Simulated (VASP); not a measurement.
Given:

```
CELL_PARAMETERS angstrom
      0.00000     2.83739     2.83739
      2.83739     0.00000     2.83739
      2.83739     2.83739     0.00000
ATOMIC_POSITIONS crystal
  Ga 0.00000 0.00000 0.00000
  As 0.25000 0.25000 0.25000
```

Computed with PBE GGA with D3 dispersion (Becke-Johnson damping), VASP's PBE PAW potentials (set 64) (plane waves; VASP). Run with 400 eV cut-off, Gaussian smearing of 0.050 eV, potentials Ga_d As.

Q: Give the energies of bands 7 to 12 at the high-symmetry points, in eV from the valence-band maximum.

A: 
| band | Γ | X | U | L | W |
|---|---|---|---|---|---|
| 7 | 0.00 | -6.77 | -6.58 | -6.58 | -6.58 |
| 8 | 0.00 | -2.64 | -3.80 | -1.12 | -3.48 |
| 9 | 0.00 | -2.64 | -2.23 | -1.12 | -3.29 |
| 10 | 0.44 | 1.49 | 1.97 | 0.97 | 4.57 |
| 11 | 3.73 | 1.66 | 4.61 | 4.63 | 4.71 |
| 12 | 3.73 | 10.08 | 7.89 | 4.63 | 5.37 |

The gap is direct, 0.44 eV, from the valence maximum at Γ to the conduction minimum at Γ.

The structure comes from a measured GaAs entry (F-43m) of the Crystallography Open Database, whose conditions weren't checked. It was relaxed first.
